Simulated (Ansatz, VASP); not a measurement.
## Cross-check of ZrB2 (ZrB2 strained to the junction's net) between VASP and Ansatz

Aim: how closely do two programs agree when they are given the same cell, functional and k mesh? The structure shown is the end of the Ansatz relaxation below.

Calculated with Ansatz 0.2.0; plane waves, with VASP 6.6.1 beside it; single point at PBE.

## Step 1: The structure

Symmetry: P6/mmm, No. 191, hexagonal system. The conventional cell has a = 3.150 Å, b = 3.150 Å, c = 3.556 Å, α = 90.00°, β = 90.00°, γ = 120.00°. Nearest to Zr lie 12 B at 2.54 Å. Nearest to B lie 3 B at 1.82 Å and 6 Zr at 2.54 Å. Farther neighbours are not listed.

## Step 2: Ansatz: relaxation, PBE

Ansatz runs on its default PAW (the set named soft_2) files.

This run makes the geometry at which the two programs are then compared.

The input, input.yaml:

```yaml
crystal:
  lattice:
    - [3.15, 0.0, 0.0]
    - [-1.575, 2.7279800219, 0.0]
    - [0.0, 0.0, 3.5734433962]
  atoms:
    - { symbol: Zr, position: [0.0, 0.0, 0.0] }
    - { symbol: B, position: [0.3333333333, 0.6666666667, 0.5] }
    - { symbol: B, position: [0.6666666667, 0.3333333333, 0.5] }
kpoints:
  mp_grid: { grid: [12, 12, 9] }
scf:
  occupations: { method: fermi_dirac, width: 0.1 }
  max_iter: 150
hamiltonian:
  xc: pbe
relax:
  f_tol: 0.01
  max_steps: 40
  cell: { fix: [a, b, angles] }
```

Started as:

```console
$ ansatz run input.yaml --threads 4 --pin off --max-ram 10240MiB --backend cpu --events-out ev --progress --plain --runs-dir out
```

Numbers of over 12 decimals in the logs are rounded to 6 here.

What it wrote:

```text
Engine: ansatz 0.2.0, aarch64-unknown-linux-gnu
Pseudopotentials: kind: paw
Pseudopotential: Zr, paw, valence charge 12, recommended cutoff 420 eV (normal), Zr.paw.azcp
Pseudopotential: B, paw, valence charge 3, recommended cutoff 420 eV (normal), B.paw.azcp
Functional definition: PBE
  parameter kappa = 0.804
  parameter beta = 0.066725
  exchange = pbe_x(kappa = kappa, mu = beta*pi^2/3)
  correlation = pbe_c(beta = beta)
Crystal: 3 atoms, lattice volume = 30.707 Å³
Basis set: ecut = 420 eV, 563 PW (Γ), exchange–correlation on 48×48×48 points (8 copies of the dense FFT grid, shifted against one another)
Bands: 13, of which v1, the nominal top of the filled ones, is band 9 counted from 1 (8 counted from 0)
Symmetry: 24 space group operations
Space group: P6/mmm (ITA 191), of the structure as read, at distance tolerance 3.1e-5 Å
k-points: 95 of 1296
Non-local potential: Zr, projectors of the file, l = 0: 3, l = 1: 2, l = 2: 2, l = 3: 2
Non-local potential: B, projectors of the file, l = 0: 2, l = 1: 2, l = 2: 1
PAW form: soft (Blöchl's): semilocal exchange-correlation on the pseudo side does not see the compensation charge
PAW one-centre angular grid: Zr, 590 points (default); XC on 64 Gauss nodes
PAW one-centre angular grid: B, 110 points (default); XC on 64 Gauss nodes
Initial density: superposition of atomic densities (neutral atoms: chi_scale 0, normalization atom), corrected by the library's trained network
Initial wavefunctions: pseudopotential atomic-orbital guess
Functional: x = pbe(κ = 0.804, μ = 0.219515), c = pbe(β = 0.066725)
SCF iter   1: F=—  HF=-4498.722427 eV  |F-HF|=—  |Δ(HF+E_count)|=         —  Δρ=1.34e-3  dr2=3.43e-4  ethr=1.77e-3  ⟨swp⟩=4.8  Hψ=5999  notcnv=0
preconditioner: auto → none  [metal: Δε(μ)=0.100 eV  Ē_g=8.832 eV  σ=0.100 eV  W_gap=0.24  n_scr=8 (ndim 8)  ℏωp=21.2 eV  f_vac=0.000  D(μ)=0.23/eV (n_scr^D=0)  sad-step TF]
SCF iter   2: F=—  HF=-4498.722438 eV  |F-HF|=—  |Δ(HF+E_count)|=   1.12e-5  Δρ=7.73e-4  dr2=1.72e-4  ethr=1.91e-6  ⟨swp⟩=2.1  Hψ=2735  notcnv=0
SCF iter   3: F=—  HF=-4498.722451 eV  |F-HF|=—  |Δ(HF+E_count)|=   1.28e-5  Δρ=2.91e-4  dr2=2.27e-5  ethr=9.54e-7  ⟨swp⟩=2.1  Hψ=1733  notcnv=0
SCF iter   4: F=—  HF=-4498.722464 eV  |F-HF|=—  |Δ(HF+E_count)|=   1.30e-5  Δρ=9.57e-5  dr2=1.73e-6  ethr=1.26e-7  ⟨swp⟩=2.9  Hψ=2097  notcnv=0
SCF iter   5: F=—  HF=-4498.722464 eV  |F-HF|=—  |Δ(HF+E_count)|=   4.49e-7  Δρ=4.58e-5  dr2=4.66e-7  ethr=9.62e-9  ⟨swp⟩=2.0  Hψ=2092  notcnv=0
SCF iter   6: F=-4498.722463 eV  HF=-4498.722463 eV  |F-HF|=3.58e-8  |Δ(HF+E_count)|=   1.74e-7  Δρ=1.45e-5  dr2=4.56e-8  ethr=5.56e-10  ⟨swp⟩=2.8  Hψ=4642  notcnv=0
SCF 1 converged in 6 iterations: F = -4498.722463 eV  dr2 = 4.56e-8
  greatest PAW one-centre occupation: 0.996 electrons in one spin orbital (limit 2), on the Zr atom at site 0 (counted from 0), in its partial waves of l = 0
relax step   1: F+E_penalty+E_count = -4498.72246342 eV  Δ(F+E_penalty+E_count) = +0.000e0 eV  max|allowed force component| = 1.480e-16 eV/Å  Δτ_max = 0.0000 Å  P = +1.357 GPa  Ω = 30.707 Å³  fix = [a, b, alpha, beta, gamma]  reactions: a +3.122, b +3.122 GPa  (6 SCF iters, dr2 threshold 1.00e-7 eV, accepted)
[...]
relax step   2: F+E_penalty+E_count = -4498.72300581 eV  Δ(F+E_penalty+E_count) = -5.424e-4 eV  max|allowed force component| = 3.084e-16 eV/Å  Δτ_max = 0.0000 Å  P = +3.532 GPa  Ω = 30.421 Å³  energy of the carried Pulay correction = +3.703e-4 eV  fix = [a, b, alpha, beta, gamma]  reactions: a +4.290, b +4.290 GPa  (6 SCF iters, dr2 threshold 3.00e-7 eV, accepted)
[...]
relax step   3: F+E_penalty+E_count = -4498.72367815 eV  Δ(F+E_penalty+E_count) = -6.723e-4 eV  max|allowed force component| = 3.269e-16 eV/Å  Δτ_max = 0.0000 Å  P = +2.469 GPa  Ω = 30.559 Å³  energy of the carried Pulay correction = +1.917e-4 eV  fix = [a, b, alpha, beta, gamma]  reactions: a +3.717, b +3.717 GPa  (6 SCF iters, dr2 threshold 3.00e-7 eV, accepted)
[...]
relax step   4: F+E_penalty+E_count = -4498.72349837 eV  Δ(F+E_penalty+E_count) = +1.798e-4 eV  max|allowed force component| = 3.824e-16 eV/Å  Δτ_max = 0.0000 Å  P = +2.463 GPa  Ω = 30.559 Å³  fix = [a, b, alpha, beta, gamma]  reactions: a +3.714, b +3.714 GPa  stress off target by 3.98e-2 GPa on what of the cell is left free  SCF on the basis re-selected at this cell (its energy is not comparable with the rows above)  (8 SCF iters)
basis re-selected at this cell: Δ(F+E_penalty+E_count) = +1.798e-4 eV, ΔP = -0.007 GPa vs the last step (what re-selecting the basis moved, of the pressure what is left beyond the Pulay correction that the steps carried, after the strain that the cell walked since its last selection, with what the two solves' SCF thresholds leave and, on support functions, any second-order correction that the steps lacked; it is no m [...]
SCF converged after 8 iterations
Free energy (F): -4498.723498 eV
Harris-Foulkes:  -4498.723498 eV  (|F-HF|=9.09e-13)
Internal energy: -4498.715694 eV  (E = F + TS)
E sigma→0 (E₀):  -4498.719596 eV
Entropy (-TS):   -0.007804 eV (-2.601 meV/atom)
Fermi energy:    15.923626 eV
--- Per-component energies (eV) ---
  E_band       = -23.530902
  E_kinetic    = 435.866056
  E_local      = -553.713841  (includes V_loc(G=0)·N_el)
  E_nonlocal   = 100.652938
  E_hartree    = 175.309196
  E_xc         = -229.169187
  E_vxc        = -271.629920  (∫ρ·V_xc dr)
  E_paw        = -3110.933402  (= ΣΔE_a)
  E_vpaw       = -85.324544  (= ΣTr[D̂ρ^β])
  E_aug_tail   = 0.000017  (compensation charges beyond the density's cutoff)
  E_ewald      = -1316.727471
  E_smearing   = -0.007804  (= −TS)
  E_closure    = 0.000000  (closes the sum)
  Σ components = -4498.723498   (vs F -4498.723498, Δ=0.00e0)
--- Forces (eV/Å), atoms counted from 1 ---
  atom   1  Zr    -0.00000000     0.00000000     0.00000000
  atom   2  B      0.00000000     0.00000000     0.00000000
  atom   3  B      0.00000000    -0.00000000     0.00000000
  max |Σ_I F_I| component: 3.33e-16 eV/Å
--- Stress (GPa, compression-positive) ---
        3.714002      -0.000000      -0.000000
       -0.000000       3.714002      -0.000000
       -0.000000      -0.000000      -0.039789
  P = ⅓ Tr σ = 2.4627 GPa (24.627 kbar)
--- Relaxed structure (3 steps of the walk, 3 accepted, 1 SCFs on fresh bases) ---
  F+E_penalty+E_count = -4498.72349837 eV   max|allowed force component| = 3.824e-16 eV/Å   (the final SCF, on the basis selected at the relaxed cell)
  cell:  # Å, volume = 30.5586 Å³
    - [3.150000, 0, 0.0]
    - [-1.575000, 2.727980, 0.0]
    - [0.0, 0.0, 3.556168]
  atoms:
    - { symbol: Zr, position: [0, 0, 0.0] }
    - { symbol: B, position: [0.333333, 0.666667, 0.500000] }
    - { symbol: B, position: [0.666667, 0.333333, 0.500000] }
```

The column dr2 measures how far the density is from self-consistency, as an energy; F and HF (Harris–Foulkes) agree once it is small.

## Step 3: VASP: single point, PBE

The same cell, functional, mesh and smearing now go to VASP, with its own data sets.

Lines of VASP's logs that name or quote its potential files are left out, and so is its time.

The input, INCAR:

```
SYSTEM = ZrB2
PREC = Accurate
ENCUT = 500
EDIFF = 1E-06
NELM = 120
ISMEAR = -1
SIGMA = 0.1
LREAL = .FALSE.
ALGO = Normal
GGA = PE
NBANDS = 15
LASPH = .TRUE.
LORBIT = 11
LWAVE = .FALSE.
LCHARG = .FALSE.
ISIF = 2
GGA_COMPAT = .FALSE.
```

The input, POSCAR:

```
ZrB2
1.0
    3.1500000000      0.0000000000      0.0000000000
   -1.5750000000      2.7279800219      0.0000000000
    0.0000000000      0.0000000000      3.5561684985
Zr B
1 2
Direct
    0.0000000000      0.0000000000      0.0000000000
    0.3333333333      0.6666666667      0.5000000000
    0.6666666667      0.3333333333      0.5000000000
```

The input, KPOINTS:

```
Automatic mesh
0
Gamma
12 12 9
0 0 0
```

PAW data sets: Zr_sv and B (PBE family, release 64).

Started as:

```console
$ mpirun -np 1 vasp_std
```

What it wrote:

```text
[banner, memory and clock lines left out]
running    1 mpi-ranks, on    1 nodes
 distrk:  each k-point on    1 cores,    1 groups
 distr:  one band on    1 cores,    1 groups

 POSCAR found type information on POSCAR ZrB
 POSCAR found :  2 types and       3 ions
 LDA part: xc-table for (Slater+PW92), standard interpolation
 POSCAR, INCAR and KPOINTS ok, starting setup
 FFT: planning ... GRIDC
 FFT: planning ... GRID_SOFT
 FFT: planning ... GRID
 WAVECAR not read
 entering main loop
       N       E                     dE             d eps       ncg     rms          rms(c)
DAV:   1     0.101840315722E+03    0.10184E+03   -0.95053E+03  2850   0.116E+03
DAV:   2    -0.234599126678E+02   -0.12530E+03   -0.12085E+03  3599   0.299E+02
DAV:   3    -0.276505555741E+02   -0.41906E+01   -0.41697E+01  4659   0.477E+01
DAV:   4    -0.277208590018E+02   -0.70303E-01   -0.70296E-01  3254   0.564E+00
DAV:   5    -0.277225097529E+02   -0.16508E-02   -0.16507E-02  4460   0.596E-01    0.216E+01
DAV:   6    -0.250188578516E+02    0.27037E+01   -0.64719E+00  3477   0.174E+01    0.874E+00
DAV:   7    -0.249812092579E+02    0.37649E-01   -0.71973E-01  4187   0.535E+00    0.319E+00
DAV:   8    -0.249842056004E+02   -0.29963E-02   -0.99295E-02  3421   0.269E+00    0.534E-01
DAV:   9    -0.249800764318E+02    0.41292E-02   -0.21432E-02  3630   0.112E+00    0.200E-01
DAV:  10    -0.249798090129E+02    0.26742E-03   -0.13995E-03  3338   0.354E-01    0.397E-02
DAV:  11    -0.249798191982E+02   -0.10185E-04   -0.64722E-05  4015   0.775E-02    0.110E-02
DAV:  12    -0.249798176894E+02    0.15088E-05   -0.28368E-06  3246   0.122E-02    0.435E-03
DAV:  13    -0.249798177411E+02   -0.51722E-07   -0.28219E-07  1726   0.515E-03
   1 F= -.24979818E+02 E0= -.24975917E+02  d E =-.780140E-02
```

From OUTCAR (step 3):

```text
ion  position               nearest neighbor table
   1  0.000  0.000  0.000-   2 2.54   3 2.54   2 2.54   3 2.54   2 2.54   2 2.54   3 2.54   3 2.54
                             3 2.54   3 2.54   2 2.54   2 2.54
   2  0.333  0.667  0.500-   3 1.82   3 1.82   3 1.82   1 2.54   1 2.54   1 2.54   1 2.54   1 2.54
                             1 2.54
   3  0.667  0.333  0.500-   2 1.82   2 1.82   2 1.82   1 2.54   1 2.54   1 2.54   1 2.54   1 2.54
                             1 2.54

  LATTYP: Found a hexagonal cell.
 ALAT       =     3.1500000000
 C/A-ratio  =     1.1289423805

 Subroutine GETGRP returns: Found 24 space group operations
 (whereof 24 operations were pure point group operations)

The static configuration has the point symmetry D_6h.

 Found     95 irreducible k-points:

   k-points           NKPTS =     95   k-points in BZ     NKDIM =     95   number of bands    NBANDS=     15

   dimension x,y,z NGX =    24 NGY =   24 NGZ =   28
   dimension x,y,z NGXF=    48 NGYF=   48 NGZF=   56

   ENCUT  =  500.0 eV  36.75 Ry    6.06 a.u.   5.74  5.74  6.48*2*pi/ulx,y,z

   NELECT =      18.0000    total number of electrons

 k-points in reciprocal lattice and weights: Automatic mesh
   0.00000000  0.00000000  0.00000000       0.001
   0.08333333  0.00000000  0.00000000       0.005
   0.16666667  0.00000000  0.00000000       0.005
   0.25000000 -0.00000000  0.00000000       0.005
   0.33333333  0.00000000  0.00000000       0.005
   0.41666667 -0.00000000  0.00000000       0.005
   0.50000000 -0.00000000  0.00000000       0.002
   0.08333333  0.08333333  0.00000000       0.005
   0.16666667  0.08333333  0.00000000       0.009
[...]
0.33333333  0.25000000  0.44444444       0.019
   0.33333333  0.33333333  0.44444444       0.003

 average (electrostatic) potential at core
       1 -72.7584       2 -21.9155       3 -21.9155

 E-fermi :  10.6226

 k-point     1 :       0.0000    0.0000    0.0000
  band No.  band energies     occupation
    ...
      5      -2.1819      2.00000
      6       7.9564      2.00000
      7       8.0393      2.00000
      8       8.0393      2.00000
      9       8.1469      2.00000
     10      14.0280      0.00000
     11      14.0280      0.00000
     12      14.6951      0.00000
     13      14.6951      0.00000
     14      15.6793      0.00000
    ...

 k-point     2 :       0.0833    0.0000    0.0000
  band No.  band energies     occupation
    ...
      5      -2.0417      2.00000
      6       7.6264      2.00000
      7       7.9952      2.00000
      8       8.0400      2.00000
      9       8.0979      2.00000
     10      13.9377      0.00000
     11      13.9379      0.00000
     12      14.2375      0.00000
     13      14.2433      0.00000
     14      16.2758      0.00000
    ...

 k-point     3 :       0.1667    0.0000    0.0000
  band No.  band energies     occupation
    ...
      5      -1.6374      2.00000
      6       6.6485      2.00000
      7       7.6345      2.00000
      8       8.0085      2.00000
      9       8.4183      2.00000
     10      12.9959      0.00000
     11      13.7049      0.00000
     12      13.9180      0.00000
     13      14.5591      0.00000
     14      16.7583      0.00000
    ...

  Total        0.7368489      0.7368489      0.0338296      0.0000000     -0.0000000      0.0000000
  in kB       38.6326919     38.6326919      1.7736716      0.0000000     -0.0000000      0.0000000
  external PRESSURE =      26.3463518 kB  Pullay stress =       0.0000000 kB

  energy-cutoff  :      500.00
  volume of cell :       30.56
      direct lattice vectors                 reciprocal lattice vectors
     3.150000000  0.000000000  0.000000000     0.317460317  0.183285800  0.000000000
    -1.575000000  2.727980022  0.000000000     0.000000000  0.366571599  0.000000000
     0.000000000  0.000000000  3.556168498     0.000000000  0.000000000  0.281201524

 POSITION                                       TOTAL-FORCE (eV/Angst)
 -----------------------------------------------------------------------------------
      0.00000      0.00000      0.00000        -0.000000      0.000000      0.000000
     -0.00000      1.81865      1.77808         0.000000      0.000000      0.000000
      1.57500      0.90933      1.77808        -0.000000      0.000000      0.000000
 -----------------------------------------------------------------------------------
    total drift:                               -0.000000      0.000000     -0.000000

  FREE ENERGIE OF THE ION-ELECTRON SYSTEM (eV)
  ---------------------------------------------------
  free  energy   TOTEN  =       -24.9798177411 eV

  energy  without entropy=      -24.9720163398  energy(sigma->0) =      -24.97591704

 total charge
# of ion       s       p       d       tot
------------------------------------------
    1        2.170   6.030   1.775   9.975
    2        0.668   1.251   0.000   1.919
    3        0.668   1.251   0.000   1.919
--------------------------------------------------
tot          3.505   8.533   1.775  13.813

[... 3 further parts left out ...]
```

The run ends at a pressure of 2.63 GPa.

## Step 4: Comparison

Known differences besides the potentials themselves: the cutoff is 420 eV in Ansatz and 500 eV in VASP; Ansatz's pressure holds a Pulay correction, VASP's none. Total energies have different zeros and are not compared.

Both answers:

```
      quantity  Ansatz  VASP  difference
pressure (GPa)    2.46  2.63       -0.17
```

## Step 5: Summary of results

```
difference in pressure (single point, PBE) : -0.17 GPa
```

What this shows: The difference in pressure is -0.17 GPa (single point, PBE), within the 1 GPa picked in this series as the mark of a large difference. How closely two codes agree says nothing of how well the functional describes the real material.

[Lines on the potential files, build, host, timing and source positions are cut from VASP's logs without a mark.]

[Logs are printed without paths, hosts, clocks, repeated set-up lines and the standing remarks that a program may print on its own settings, such as how far it seeks lower states.]

[Hosts, paths, dates, database ids (printed as entryN), source tags and the programs' standing remarks are cut or masked in the printed files.]
